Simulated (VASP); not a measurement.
A convergence study with VASP on Na₂S (antifluorite): one setting is varied, all else stays as given below, so the limit is that of these other settings.

```
Na2S
1.0
    0.00000     3.27000     3.27000
    3.27000     0.00000     3.27000
    3.27000     3.27000     0.00000
Na S
2 1
Cartesian
  1.63500   1.63500   1.63500
  4.90500   4.90500   4.90500
  0.00000   0.00000   0.00000
```

Method: PBE GGA, VASP's PBE PAW potentials (set 64) (plane waves; VASP). The tightest run used: 550 eV cut-off, 15×15×15 Γ-centred mesh, Gaussian smearing of 0.050 eV, potentials Na_pv S.

```
setting     E (eV/atom)  pressure (GPa)  irreducible k-points
----------  -----------  --------------  --------------------
1×1×1 mesh      -2.0244            5.75                     1
2×2×2 mesh      -3.2202            1.15                     3
4×4×4 mesh      -3.3238            0.41                     8
```

Q: These are the cheaper rows. Estimate the results at 15×15×15 mesh, and how far the last row shown lies from them.

A: 
| quantity | tightest run | last row shown is off by |
|---|---|---|
| E (eV/atom) | -3.3250 | 0.0012 |
| pressure (GPa) | 0.40 | 0.01 |

Left out are rungs that failed or repeat a setting and relaxations that didn't move; long series are thinned to 24 rows.

The compound is Na2S in the antifluorite structure. The cell was not relaxed at this level.
